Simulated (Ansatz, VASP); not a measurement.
## ZrC in two plane-wave programs

Wanted: the spread between two codes on one cell, functional and k mesh. The cell is taken from a series of VASP runs on this material, whose earlier steps may have relaxed, scaled or displaced it; both programs get it as it stands.

Calculated with Ansatz 0.2.0; plane waves, with VASP 6.6.1 beside it; relaxation of cell and atoms at PBEsol with D3(BJ).

### 1. Set-up

The structure is cubic, space group Fm-3m (No. 225). Conventional cell: a = 4.638 Å, b = 4.638 Å, c = 4.638 Å, α = 90.00°, β = 90.00°, γ = 90.00°. Nearest to Zr lie 6 C at 2.32 Å. Nearest to C lie 6 Zr at 2.32 Å. Farther neighbours are not listed.

### 2. VASP: relaxation of cell and atoms, PBEsol with D3(BJ)

The relaxed volume is the usual yardstick between codes: its relative difference is about their pressure difference at one cell divided by the bulk modulus.

Lines of VASP's logs that name or quote its potential files are left out, and so is its time.

Contents of INCAR:

```
SYSTEM = ZrC
PREC = Accurate
ENCUT = 520
EDIFF = 1E-06
NELM = 100
ISMEAR = 0
SIGMA = 0.05
LREAL = .FALSE.
ALGO = Normal
GGA = PS
IVDW = 12
NBANDS = 14
LORBIT = 11
LWAVE = .FALSE.
LCHARG = .FALSE.
KPAR = 4
IBRION = 2
NSW = 50
ISIF = 3
EDIFFG = -0.006
```

Contents of POSCAR:

```
ZrC
1.0
    0.0000000000      2.3187584479      2.3187584479
    2.3187584479      0.0000000000      2.3187584479
    2.3187584479      2.3187584479      0.0000000000
Zr C
1 1
Direct
    0.5000000000      0.5000000000      0.5000000000
    0.0000000000      0.0000000000      0.0000000000
```

Contents of KPOINTS:

```
Automatic mesh
0
Gamma
12 12 12
0 0 0
```

The projector-augmented-wave data sets are Zr_sv and C (PBE family, release 64).

Started as:

```
> mpirun -np 4 vasp_std
```

Numbers of over 12 decimals in the logs are rounded to 6 here.

What it wrote:

```text
[banner, memory and clock lines left out]
running    4 mpi-ranks, on    1 nodes
 distrk:  each k-point on    1 cores,    4 groups
 distr:  one band on    1 cores,    1 groups

 POSCAR found type information on POSCAR ZrC
 POSCAR found :  2 types and       2 ions
|                                                                             |
|               ----> ADVICE to this user running VASP <----                  |
|                                                                             |
|     You enforced a specific xc type in the INCAR file but a different       |
|     [... a line on the potential file left out ...]
|     I HOPE YOU KNOW WHAT YOU ARE DOING!                                     |
|                                                                             |

 LDA part: xc-table for (Slater+PW92), standard interpolation
 POSCAR, INCAR and KPOINTS ok, starting setup
 FFT: planning ... GRIDC
 FFT: planning ... GRID_SOFT
 FFT: planning ... GRID
 WAVECAR not read
 entering main loop
       N       E                     dE             d eps       ncg     rms          rms(c)
DAV:   1     0.102306590712E+03    0.10231E+03   -0.87224E+03  2016   0.116E+03
DAV:   2    -0.173730774856E+02   -0.11968E+03   -0.11241E+03  2502   0.306E+02
DAV:   3    -0.236017192958E+02   -0.62286E+01   -0.61803E+01  3338   0.597E+01
DAV:   4    -0.237443149732E+02   -0.14260E+00   -0.14256E+00  2404   0.622E+00
DAV:   5    -0.237461606854E+02   -0.18457E-02   -0.18456E-02  2848   0.604E-01    0.226E+01
DAV:   6    -0.206849670252E+02    0.30612E+01   -0.69167E+00  2408   0.234E+01    0.854E+00
DAV:   7    -0.205824614610E+02    0.10251E+00   -0.41981E-01  2300   0.559E+00    0.697E+00
DAV:   8    -0.205809560129E+02    0.15054E-02   -0.23203E-01  2334   0.383E+00    0.395E+00
DAV:   9    -0.205614646462E+02    0.19491E-01   -0.53013E-02  2274   0.163E+00    0.343E-01
DAV:  10    -0.205618778981E+02   -0.41325E-03   -0.21884E-03  2810   0.504E-01    0.509E-01
DAV:  11    -0.205616421138E+02    0.23578E-03   -0.79159E-04  2238   0.243E-01    0.490E-02
DAV:  12    -0.205616395154E+02    0.25984E-05   -0.16469E-05  2768   0.291E-02    0.127E-02
DAV:  13    -0.205616390036E+02    0.51179E-06   -0.18032E-06  2168   0.963E-03
   1 F= -.21386858E+02 E0= -.21386473E+02  d E =-.213869E+02
 curvature:   0.00 expect dE= 0.000E+00 dE for cont linesearch  0.000E+00
 trial: gam= 0.00000 g(F)=  0.600E-61 g(S)=  0.118E-05 ort = 0.000E+00 (trialstep = 0.100E+01)
 search vector abs. value=  0.118E-05
 reached required accuracy - stopping structural energy minimisation
```

From OUTCAR (step 2):

```text
ion  position               nearest neighbor table
   1  0.500  0.500  0.500-   2 2.32   2 2.32   2 2.32   2 2.32   2 2.32   2 2.32
   2  0.000  0.000  0.000-   1 2.32   1 2.32   1 2.32   1 2.32   1 2.32   1 2.32

  LATTYP: Found a face centered cubic cell.
 ALAT       =     4.6375168958

 Subroutine GETGRP returns: Found 48 space group operations
 (whereof 48 operations were pure point group operations)

The static configuration has the point symmetry O_h .

 Found     72 irreducible k-points:

   k-points           NKPTS =     72   k-points in BZ     NKDIM =     72   number of bands    NBANDS=     14

   dimension x,y,z NGX =    24 NGY =   24 NGZ =   24
   dimension x,y,z NGXF=    48 NGYF=   48 NGZF=   48

   ENCUT  =  520.0 eV  38.22 Ry    6.18 a.u.   6.10  6.10  6.10*2*pi/ulx,y,z

   NELECT =      16.0000    total number of electrons

 k-points in reciprocal lattice and weights: Automatic mesh
   0.00000000  0.00000000  0.00000000       0.001
   0.08333333  0.00000000  0.00000000       0.005
   0.16666667  0.00000000  0.00000000       0.005
   0.25000000  0.00000000  0.00000000       0.005
   0.33333333  0.00000000  0.00000000       0.005
   0.41666667  0.00000000  0.00000000       0.005
   0.50000000  0.00000000  0.00000000       0.002
   0.08333333  0.08333333  0.00000000       0.003
   0.16666667  0.08333333  0.00000000       0.014
[...]
-0.33333333  0.50000000  0.16666667       0.007
  -0.25000000  0.50000000  0.25000000       0.003

 average (electrostatic) potential at core
       1 -72.3595       2 -43.7616

 E-fermi :  10.0363

 k-point     1 :       0.0000    0.0000    0.0000
  band No.  band energies     occupation
      1     -37.8561      2.00000
      2     -15.5677      2.00000
      3     -15.5677      2.00000
      4     -15.5677      2.00000
      5      -1.4566      2.00000
      6      10.9256      0.00000
      7      10.9256      0.00000
      8      10.9256      0.00000
      9      11.0314      0.00000
     10      11.0314      0.00000
    ...

 k-point     2 :       0.0833    0.0000    0.0000
  band No.  band energies     occupation
    ...
      2     -15.6411      2.00000
      3     -15.5739      2.00000
      4     -15.5739      2.00000
      5      -1.2859      2.00000
      6       9.8205      2.00000
      7      10.0832      0.18468
      8      10.0832      0.18467
      9      11.3508      0.00000
     10      11.3508      0.00000
     11      11.7818      0.00000
    ...

 k-point     3 :       0.1667    0.0000    0.0000
  band No.  band energies     occupation
    ...
      4     -15.5907      2.00000
      5      -0.8061      2.00000
      6       8.4792      2.00000
      7       9.0144      2.00000
      8       9.0144      2.00000
      9      11.8476      0.00000
     10      11.8476      0.00000
     11      12.3042      0.00000
     12      15.3371      0.00000
     13      15.3371      0.00000
    ...

 Edisp (eV)   -0.82522

  Total       0.00404     0.00404     0.00404    -0.00000     0.00000    -0.00000
  in kB       0.25991     0.25991     0.25991    -0.00000     0.00000    -0.00000
  external pressure =        0.26 kB  Pullay stress =        0.00 kB

  energy-cutoff  :      520.00
  volume of cell :       24.93
      direct lattice vectors                 reciprocal lattice vectors
     0.000000000  2.318758448  2.318758448    -0.215632638  0.215632638  0.215632638
     2.318758448  0.000000000  2.318758448     0.215632638 -0.215632638  0.215632638
     2.318758448  2.318758448  0.000000000     0.215632638  0.215632638 -0.215632638

 POSITION                                       TOTAL-FORCE (eV/Angst)
 -----------------------------------------------------------------------------------
      2.31876      2.31876      2.31876         0.000000     -0.000000      0.000000
      0.00000      0.00000      0.00000         0.000000      0.000000     -0.000000
 -----------------------------------------------------------------------------------
    total drift:                                0.000000     -0.000000      0.000000

  FREE ENERGIE OF THE ION-ELECTRON SYSTEM (eV)
  ---------------------------------------------------
  free  energy   TOTEN  =       -21.3868579337 eV

  energy  without entropy=      -21.3860876181  energy(sigma->0) =      -21.38647278

 reached required accuracy - stopping structural energy minimisation

 total charge
# of ion       s       p       d       tot
------------------------------------------
    1        2.185   6.051   1.696   9.932
    2        0.886   1.483   0.000   2.369
--------------------------------------------------
tot          3.071   7.534   1.696  12.301

[... 3 further parts left out ...]
```

CONTCAR:

```
ZrC
   1.00000000000000
     0.0000000000000000    2.3187584479000001    2.3187584479000001
     2.3187584479000001    0.0000000000000000    2.3187584479000001
     2.3187584479000001    2.3187584479000001    0.0000000000000000
  Zr              C
     1     1
Direct
     0.5000000000000000    0.5000000000000000    0.5000000000000000
     0.0000000000000000    0.0000000000000000    0.0000000000000000
```

Dispersion corrections of this kind ignore metallic screening and tend to overbind metals.

### 3. Ansatz: relaxation of cell and atoms, PBEsol with D3(BJ)

Ansatz runs on its default PAW (the set named soft_2) files.

The same cell, functional, mesh and smearing now go to Ansatz, which takes its cutoff from its data sets.

Contents of input.yaml:

```yaml
crystal:
  lattice:
    - [0.0, 2.3187584479, 2.3187584479]
    - [2.3187584479, 0.0, 2.3187584479]
    - [2.3187584479, 2.3187584479, 0.0]
  atoms:
    - { symbol: Zr, position: [0.5, 0.5, 0.5] }
    - { symbol: C, position: [0.0, 0.0, 0.0] }
hamiltonian:
  xc: pbesol
  pseudopotentials: { kind: paw }
  dispersion: d3bj
kpoints:
  mp_grid: { grid: [12, 12, 12] }
scf:
  occupations: { method: gaussian, width: 0.05 }
relax:
  f_tol: 0.01
  max_steps: 60
  cell: { stress_tol: 0.05 }
output:
  forces: true
  stress: true
  write_density: true
  write_potential: true
  elf: true
  volumetric_format: npy
```

Started as:

```
> ansatz run input.yaml --threads 4 --pin off --max-ram 9216MiB --backend cpu --events-out ev --progress --plain --runs-dir out
```

What it wrote:

```text
Engine: ansatz 0.2.0, aarch64-unknown-linux-gnu
Pseudopotentials: kind: paw
Pseudopotential: Zr, paw, valence charge 12, recommended cutoff 420 eV (normal), Zr.paw.azcp
Pseudopotential: C, paw, valence charge 4, recommended cutoff 420 eV (normal), C.paw.azcp
Functional definition: PBEsol
  exchange = pbesol_x
  correlation = pbesol_c
Crystal: 2 atoms, lattice volume = 24.934 Å³
Basis set: ecut = 420 eV, 531 PW (Γ), exchange–correlation on 48×48×48 points (8 copies of the dense FFT grid, shifted against one another)
Bands: 12, of which v1, the nominal top of the filled ones, is band 8 counted from 1 (7 counted from 0)
Symmetry: 48 space group operations
Space group: Fm-3m (ITA 225), of the structure as read, at distance tolerance 2.9e-5 Å
k-points: 72 of 1728
Non-local potential: Zr, projectors of the file, l = 0: 3, l = 1: 2, l = 2: 2, l = 3: 2
Non-local potential: C, projectors of the file, l = 0: 2, l = 1: 2, l = 2: 1
PAW form: soft (Blöchl's): semilocal exchange-correlation on the pseudo side does not see the compensation charge
PAW frozen core: Zr, regenerated for the run's functional, and the local potential with it (the file was generated under x = pbe(κ = 0.804, μ = 0.219515), c = pbe(β = 0.066725))
PAW frozen core: C, regenerated for the run's functional, and the local potential with it (the file was generated under x = pbe(κ = 0.804, μ = 0.219515), c = pbe(β = 0.066725))
PAW one-centre angular grid: Zr, 590 points (default); XC on 64 Gauss nodes
PAW one-centre angular grid: C, 110 points (default); XC on 64 Gauss nodes
Initial density: superposition of atomic densities (neutral atoms: chi_scale 0, normalization atom), corrected by the library's trained network
Initial wavefunctions: pseudopotential atomic-orbital guess
Functional: x = pbesol(κ = 0.804, μ = 0.123457), c = pbesol(β = 0.046)
SCF iter   1: F=—  HF=-4377.996119 eV  |F-HF|=—  |Δ(HF+E_count)|=         —  Δρ=9.49e-3  dr2=2.87e-2  ethr=1.77e-3  ⟨swp⟩=5.0  Hψ=4361  notcnv=0
preconditioner: auto → none  [insulator: Δε(μ)=0.053 eV  Ē_g=18.130 eV  σ=0.050 eV  W_gap=0.51  n_scr=8 (ndim 8)  ℏωp=27.8 eV  f_vac=0.000  D(μ)=0.54/eV (n_scr^D=0)  ε∞_Penn≈3.4]
SCF iter   2: F=—  HF=-4377.989689 eV  |F-HF|=—  |Δ(HF+E_count)|=   6.43e-3  Δρ=2.83e-3  dr2=2.68e-3  ethr=1.79e-4  ⟨swp⟩=1.7  Hψ=1530  notcnv=0
SCF iter   3: F=—  HF=-4377.989139 eV  |F-HF|=—  |Δ(HF+E_count)|=   5.50e-4  Δρ=4.33e-4  dr2=3.00e-5  ethr=1.67e-5  ⟨swp⟩=2.0  Hψ=1082  notcnv=0
SCF iter   4: F=—  HF=-4377.989138 eV  |F-HF|=—  |Δ(HF+E_count)|=   2.57e-7  Δρ=1.02e-4  dr2=1.54e-6  ethr=1.88e-7  ⟨swp⟩=2.2  Hψ=1123  notcnv=0
iter 5 did not close the SCF: its close was put off for the readings that it lacked (scf_convergence_deferred on its scf_iter line)
SCF iter   5: F=-4377.989139 eV  HF=-4377.989139 eV  |F-HF|=1.57e-9  |Δ(HF+E_count)|=   2.94e-7  Δρ=5.41e-6  dr2=4.71e-9  ethr=9.63e-9  ⟨swp⟩=2.4  Hψ=1189  notcnv=0
SCF iter   6: F=-4377.989139 eV  HF=-4377.989139 eV  |F-HF|=9.37e-11  |Δ(HF+E_count)|=   1.87e-9  Δρ=8.48e-7  dr2=1.35e-10  ethr=2.94e-11  ⟨swp⟩=5.0  Hψ=4523  notcnv=0
SCF 1 converged in 6 iterations: F = -4377.989139 eV  dr2 = 1.35e-10
  greatest PAW one-centre occupation: 0.996 electrons in one spin orbital (limit 2), on the Zr atom at site 0 (counted from 0), in its partial waves of l = 0
relax step   1: F+E_penalty+E_count = -4377.98913879 eV  Δ(F+E_penalty+E_count) = +0.000e0 eV  max|allowed force component| = 1.012e-29 eV/Å  Δτ_max = 0.0000 Å  P = -0.375 GPa  Ω = 24.934 Å³  (6 SCF iters, dr2 threshold 1.00e-7 eV, accepted)
[...]
relax step   2: F+E_penalty+E_count = -4377.98924241 eV  Δ(F+E_penalty+E_count) = -1.036e-4 eV  max|allowed force component| = 8.842e-30 eV/Å  Δτ_max = 0.0000 Å  P = +0.297 GPa  Ω = 24.867 Å³  energy of the carried Pulay correction = +8.681e-5 eV  (6 SCF iters, dr2 threshold 2.00e-7 eV, accepted)
[...]
relax step   3: F+E_penalty+E_count = -4377.98923157 eV  Δ(F+E_penalty+E_count) = +1.084e-5 eV  max|allowed force component| = 7.461e-30 eV/Å  Δτ_max = 0.0000 Å  P = -0.001 GPa  Ω = 24.897 Å³  energy of the carried Pulay correction = +4.849e-5 eV  (6 SCF iters, dr2 threshold 2.00e-7 eV, accepted)
[...]
relax step   4: F+E_penalty+E_count = -4377.98920365 eV  Δ(F+E_penalty+E_count) = +2.792e-5 eV  max|allowed force component| = 1.295e-29 eV/Å  Δτ_max = 0.0000 Å  P = -0.003 GPa  Ω = 24.897 Å³  stress off target by 3.37e-3 GPa  SCF on the basis re-selected at this cell (its energy is not comparable with the rows above)  (8 SCF iters)
basis re-selected at this cell: Δ(F+E_penalty+E_count) = +2.792e-5 eV, ΔP = -0.003 GPa vs the last step (what re-selecting the basis moved, of the pressure what is left beyond the Pulay correction that the steps carried, after the strain that the cell walked since its last selection, with what the two solves' SCF thresholds leave and, on support functions, any second-order correction that the steps lacked; it is no m [...]
SCF converged after 8 iterations
Free energy (F): -4377.989204 eV
Harris-Foulkes:  -4377.989204 eV  (|F-HF|=1.82e-12)
Internal energy: -4377.988430 eV  (E = F + TS)
E sigma→0 (E₀):  -4377.988817 eV
Entropy (-TS):   -0.000774 eV (-0.387 meV/atom)
Fermi energy:    15.530811 eV
--- Per-component energies (eV) ---
  E_band       = -37.825651
  E_kinetic    = 424.810001
  E_local      = -573.935179  (includes V_loc(G=0)·N_el)
  E_nonlocal   = 106.332532
  E_hartree    = 172.441913
  E_xc         = -210.651932
  E_vxc        = -252.958236  (∫ρ·V_xc dr)
  E_paw        = -2994.382180  (= ΣΔE_a)
  E_vpaw       = -86.958626  (= ΣTr[D̂ρ^β])
  E_aug_tail   = 0.000032  (compensation charges beyond the density's cutoff)
  E_ewald      = -1301.963688
  E_disp       = -0.826750  (pairwise vdW)
  E_core_change = 0.186821  (= ΣΔE_core)
  E_smearing   = -0.000774  (= −TS)
  E_closure    = 0.000000  (closes the sum)
  Σ components = -4377.989204   (vs F -4377.989204, Δ=0.00e0)
--- Forces (eV/Å), atoms counted from 1 ---
  atom   1  Zr     0.00000000    -0.00000000     0.00000000
  atom   2  C     -0.00000000     0.00000000     0.00000000
  max |Σ_I F_I| component: 2.46e-29 eV/Å
--- Stress (GPa, compression-positive) ---
       -0.003372      -0.000000      -0.000000
       -0.000000      -0.003372      -0.000000
       -0.000000      -0.000000      -0.003372
  P = ⅓ Tr σ = -0.0034 GPa (-0.034 kbar)
--- Band table (eV; the first three rows and the last of 72) ---
  k-point 0: bands = [... 4 lower, 4.0277, 16.4187, 16.4187, 16.4187, 16.5282, 16.5282, 16.5282, 18.3844]
  k-point 1: bands = [... 4 lower, 4.1991, 15.3146, 15.5761, 15.5761, 16.8473, 16.8473, 17.2783, 19.2546]
  k-point 2: bands = [... 4 lower, 4.6809, 13.9722, 14.5059, 14.5059, 17.3449, 17.3449, 17.8016, 20.8352]
  k-point 71: bands = [... 4 lower, 5.9524, 12.7095, 13.0851, 13.0851, 18.8551, 18.8551, 21.4518, 22.8855]
--- Relaxed structure (3 steps of the walk, 3 accepted, 1 SCFs on fresh bases) ---
  F+E_penalty+E_count = -4377.98920365 eV   max|allowed force component| = 1.295e-29 eV/Å   (the final SCF, on the basis selected at the relaxed cell)
  cell:  # Å, volume = 24.8966 Å³
    - [0, 2.317590, 2.317590]
    - [2.317590, 0, 2.317590]
    - [2.317590, 2.317590, 0]
  atoms:
    - { symbol: Zr, position: [0.5, 0.5, 0.5] }
    - { symbol: C, position: [0, 0, 0] }
```

The job ended after 3 s (4 threads of Arm Neoverse N1, shared host; peak memory 0.33 GiB; 9.9 s of CPU time).

### 4. Side by side

Known differences besides the potentials themselves: both relaxations stop at a tolerance, which leaves soft axes loose, and VASP keeps its plane-wave basis; the cutoff is 420 eV in Ansatz and 520 eV in VASP; Ansatz makes its cores anew for this functional, VASP keeps those of its PBE data sets; VASP leaves aspherical gradient terms in its spheres out (LASPH is not set), Ansatz keeps them; Ansatz adds a Pulay correction to the stress that steers its cell, VASP none. Total energies have different zeros and are not compared.

The two programs side by side:

| quantity | Ansatz | VASP | difference |
| --- | --- | --- | --- |
| volume (Å³) | 24.90 | 24.93 | -0.15 % |
| edge a after relaxation, in the typed setting (Å) | 3.278 | 3.279 | -0.05 % |

The walks stopped with 0.00 GPa left in Ansatz and 0.03 GPa in VASP; each walk ends within a tolerance, so the volume difference is uncertain by about these residues over the bulk modulus, most in soft cells.

### 5. Outcome

```json
{
  "difference in volume (relaxation of cell and atoms, PBEsol with D3(BJ))": "-0.15 %"
}
```

**Reading.** The difference in volume is -0.15 % (relaxation of cell and atoms, PBEsol with D3(BJ)), within the 1.2 % picked in this series as the mark of a large difference, as far as the stopping tolerances let one tell. How closely two codes agree says nothing of how well the functional describes the real material.

[Lines on the potential files, build, host, timing and source positions are cut from VASP's logs without a mark.]

[Logs are printed without paths, hosts, clocks, repeated set-up lines and the standing remarks that a program may print on its own settings, such as how far it seeks lower states.]

[Hosts, paths, dates, database ids (printed as entryN), source tags and the programs' standing remarks are cut or masked in the printed files.]
